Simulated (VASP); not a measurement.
These are PBE GGA with D3 dispersion (zero damping), VASP's PBE PAW potentials (set 64) (plane waves; VASP) values and carry that method's errors.

VASP ran on this input.

INCAR:
```
SYSTEM = RuAl
PREC = Accurate; ENCUT = 520; LREAL = .FALSE.
LASPH = .TRUE.
EDIFF = 1E-7; NELM = 100; ALGO = Normal
LMAXMIX = 4
ISMEAR = 1; SIGMA = 0.1
GGA = PE; IVDW = 11
ISIF = 2
LWAVE = .FALSE.; LCHARG = .FALSE.
```

POSCAR:
```
RuAl
1
    3.0022926351     0.0000000000     0.0000000000
    0.0000000000     3.0022926351     0.0000000000
    0.0000000000     0.0000000000     3.0022926351
Al Ru
1 1
Direct
  0.5000000000   0.5000000000   0.5000000000
  0.0000000000   0.0000000000   0.0000000000
```

KPOINTS:
```
Automatic mesh
0
Gamma
12 12 12
0 0 0
```

POTCAR, in this order: Al Ru_pv (PBE.64 set). Program: vasp_std.

Question: What will the output report for the number of irreducible k-points (NKPTS), largest plane-wave count, number of space-group operations, FFT grid (NGX, NGY, NGZ)?

Answer: 
The number of irreducible k-points (NKPTS) comes out as 84. The largest plane-wave count comes out as 743 and the number of space-group operations is 48. The FFT grid (NGX, NGY, NGZ) is 24 × 24 × 24.

The compound is RuAl in the CsCl type structure. This cell is one point of a volume scan, at 1.03 of the reference volume. The electron count is odd and the run is not spin-polarised, which forces a metal.
